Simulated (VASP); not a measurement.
```yaml
crystal:
  lattice:
    - [0.00000, 2.12000, 2.12000]
    - [2.12000, 0.00000, 2.12000]
    - [2.12000, 2.12000, 0.00000]
  atoms:
    - { symbol: Ti, position: [0.00000, 0.00000, 0.00000] }
    - { symbol: N, position: [0.50000, 0.50000, 0.50000] }
```

Method: r2SCAN meta-GGA, VASP's PBE PAW potentials (set 64) (plane waves; VASP). Run with 600 eV cut-off, 14×14×14 Γ-centred mesh, first-order Methfessel-Paxton smearing of 0.10 eV, potentials Ti_sv N.

**Question.** Estimate the energy per atom (σ→0), band gap (on the k-mesh) with the smallest direct gap where there is one.

**Answer.** 
```
Property                                                    Result
------------------------  ----------------------------------------
band gap (on the k-mesh)  none (metal, semimetal or under 0.01 eV)
energy per atom (σ→0)                              -13.006 eV/atom
```

Total energies compare only between runs with the same potentials, cut-off and functional.

The compound is TiN in the rock salt structure. The cell was not relaxed at this level. The electron count is odd and the run is not spin-polarised, which forces a metal.
